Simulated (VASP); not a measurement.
Crystal: Os.

```
Os
1.0
     2.73410    0.00000    0.00000
    -1.36705    2.36780    0.00000
     0.00000    0.00000    4.31970
Os
2
Direct
  0.33333 0.66667 0.25000
  0.66667 0.33333 0.75000
```

Base run:

| Property | Result |
| --- | --- |
| Program | VASP 6.6.1 |
| Functional | PBE |
| Potentials or basis | VASP PAW PBE potentials, release 64 (Os) |
| Cutoff | 520 eV |
| k mesh | 14 × 14 × 8 |
| Occupations | fermi-dirac, width 0.05 eV |
| Spin | no spin polarisation |

Its results: band gap on the k mesh none (metal or under the smearing width); pressure 8.8 GPa.

Question: The run is repeated on the same cell with these changes: functional from PBE to PBEsol; cutoff from 520 eV to 500 eV. What comes out?

Answer: Band gap on the k mesh none (metal or under the smearing width); pressure -2.3 GPa.

PBEsol binds more tightly than PBE, so the same cell stands under less pressure.

Caveats: the PAW data sets were made with another functional, which shifts forces and pressure a little (some runs).
